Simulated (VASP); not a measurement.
A run of VASP 6.6.1:

INCAR

```
SYSTEM = H4C
PREC = Accurate ; ENCUT = 520
EDIFF = 1E-6 ; ISMEAR = -1
SIGMA = 0.05 ; LREAL = Auto
LASPH = .True. ; NELM = 60
ALGO = Normal ; ISIF = 2
LWAVE = .False. ; LCHARG = .False.
GGA = PE ; IVDW = 12
NBANDS = 45
```

File KPOINTS:

```
regular mesh
0
Gamma
  1 1 1
  0 0 0
```

File POSCAR:

```
H4C
1.0
    7.8912360000      0.0000000000      0.0000000000
    0.0000000000      7.8912360000      0.0000000000
    0.0000000000      0.0000000000      7.8912360000
C H
6 24
Direct
    0.2920835215      0.1814671365      0.5165223800
    0.4523119065      0.8686345206      0.1373929255
    0.9142167336      0.6545109030      0.2624430444
    1.0100572331      0.1920991845      1.0050136633
    0.5155592863      0.4563036766      0.9252796393
    0.9237969819      0.7046551389      0.7364879215
    0.1674515881      0.2213975098      0.5595067744
    0.2993574137      0.0624490257      0.4585846881
    0.3718428900      0.1886903395      0.6337410261
    0.3577259633      0.2657378388      0.4343172603
    0.5530439085      0.8461792297      0.0545795361
    0.5076517798      0.9211358018      0.2516589290
    0.3932843980      0.7480070296      0.1751943549
    0.3871890284      0.9483432000      0.0575955402
    0.9445795310      0.6304082149      0.1308413536
    0.9961810799      0.7459414469      0.3240430270
    0.9049152756      0.5401435212      0.3269956696
    0.7854029457      0.7005746628      0.2420406638
    1.0209680714      0.3136264078      0.9391051034
    0.9899843320      0.2241727405      1.1331938368
    1.1149077280      0.1052686803      0.9884256408
    0.8863883934      0.1385080867      0.9523603147
    0.5722550941      0.4377261053      1.0487710670
    0.3780396379      0.4136487617      0.9240757722
    0.5810243161      0.3638340052      0.8369664777
    0.5131135351      0.5947610742      0.8747298902
    0.8081623715      0.6728730455      0.6589081862
    0.9118089992      0.7852635506      0.8512227996
    1.0223873675      0.7742640063      0.6744317367
    0.9923033603      0.5970167411      0.7888751521
```

Potentials or basis: VASP PAW PBE potentials, release 64 (C, H).

Command:

```console
$ cat potpaw_PBE.64/C/POTCAR potpaw_PBE.64/H/POTCAR > POTCAR
$ mpirun -np 1 vasp_gam > vasp.out
```

Hardware: 1 thread of Intel(R) Xeon(R) Platinum 8259CL CPU @ 2.50GHz (Skylake/Cascade Lake) (shared host).

Estimate the wall time of this run.

Wall time 52 s on 1 thread of Intel(R) Xeon(R) Platinum 8259CL CPU @ 2.50GHz (Skylake/Cascade Lake), on a shared host, peak memory 0.45 GiB. Counts: scf iterations 18, k points 1.
